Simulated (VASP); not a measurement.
Input:

```
AsB
1.0
    0.00000     2.38880     2.38880
    2.38880     0.00000     2.38880
    2.38880     2.38880     0.00000
B As
1 1
Direct
  0.00000   0.00000   0.00000
  0.25000   0.25000   0.25000
```

All values below come from PBEsol GGA, VASP's PBE PAW potentials (set 64) (plane waves; VASP). Numerical set-up: 520 eV cut-off, Gaussian smearing of 0.050 eV, potentials B As.

Question: Give the energies of bands 2 to 7 at the high-symmetry points, in eV from the valence-band maximum.

Answer: 
| band | Γ | X | U | L | W |
|---|---|---|---|---|---|
| 2 | 0.00 | -8.53 | -8.14 | -8.83 | -8.05 |
| 3 | 0.00 | -4.10 | -6.01 | -1.83 | -5.55 |
| 4 | 0.00 | -4.10 | -3.51 | -1.83 | -5.25 |
| 5 | 3.24 | 1.31 | 1.94 | 2.65 | 5.16 |
| 6 | 3.24 | 1.34 | 5.47 | 4.73 | 5.90 |
| 7 | 3.24 | 11.34 | 9.18 | 4.73 | 6.67 |

The gap is indirect, 1.08 eV, from the valence maximum at Γ to the conduction minimum at Γ-X at 0.79.

Measured: gap 1.82 eV (computed value off by -0.74 eV), as given by Wikipedia, List of semiconductor materials.

The compound is BAs in the zinc blende structure. It was relaxed first.
